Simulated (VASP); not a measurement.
An input for Quantum ESPRESSO's pw.x (written as the equivalent of a VASP run, and not itself run):

```
&CONTROL
  calculation = 'vc-relax'
  pseudo_dir = './pseudo'
  outdir = './out'
  tprnfor = .true.
  tstress = .true.
  nstep = 40
  forc_conv_thr = 0.00078
/
&SYSTEM
  ibrav = 0
  nat = 1
  ntyp = 1
  ecutwfc = 82
  occupations = 'smearing'
  smearing = 'methfessel-paxton'
  degauss = 0.00735
  input_dft = 'pbesol'
/
&ELECTRONS
  conv_thr = 7.3e-08
  electron_maxstep = 100
/
&IONS
/
&CELL
  press = 200
/
ATOMIC_SPECIES
  Ag 107.868 Ag.upf
CELL_PARAMETERS angstrom
     0.0000000    1.9466714    1.9466714
     1.9466714   -0.0000000    1.9466714
     1.9466714    1.9466714    0.0000000
ATOMIC_POSITIONS crystal
  Ag   0.0000000  0.0000000  0.0000000
K_POINTS automatic
  16 16 16 0 0 0
```

Q: Write the VASP files for the same calculation (PBEsol).

A: This is not unique; one that fits is 
**INCAR**
```
ISMEAR  =  1   ! Methfessel-Paxton
PREC  =  Accurate
LCHARG  =  F
ISIF  =  3
LWAVE  =  F
IBRION  =  2
LASPH  =  T   ! aspherical one-centre terms
SYSTEM  =  Ag
LREAL  =  F   ! projection in real space or not
ENCUT  =  500   ! plane-wave cut-off (eV)
LMAXMIX  =  4   ! l cut-off of mixed one-centre charges
GGA  =  PS
ALGO  =  Normal
NELM  =  100   ! most electronic steps
EDIFFG  =  -0.02   ! ionic stop
PSTRESS  =  200   ! kbar
NSW  =  40   ! most ionic steps
SIGMA  =  0.1   ! width (eV)
EDIFF  =  1E-6
```

File POSCAR:
```
Ag
1
    0.0000000000     1.9466714172     1.9466714172
    1.9466714172    -0.0000000000     1.9466714172
    1.9466714172     1.9466714172     0.0000000000
Ag
1
Direct
  0.0000000000   0.0000000000   0.0000000000
```

**KPOINTS**
```
Automatic mesh
0
Gamma
 16 16 16
0 0 0
```

POTCAR, in this order: Ag (PBE.64 set). Program: vasp_std.

The two are equivalent in intent, not identical: the potentials are each code's own (VASP's PAW set, PseudoDojo norm-conserving files in pw.x), so ENCUT and ecutwfc are chosen apart and not converted; conv_thr bounds pw.x's estimated SCF error, while EDIFF bounds the energy change between steps; forc_conv_thr acts on force components and is met together with etot_conv_thr.

The compound is Ag in the fcc structure. It was relaxed first under an external pressure of 20 GPa.
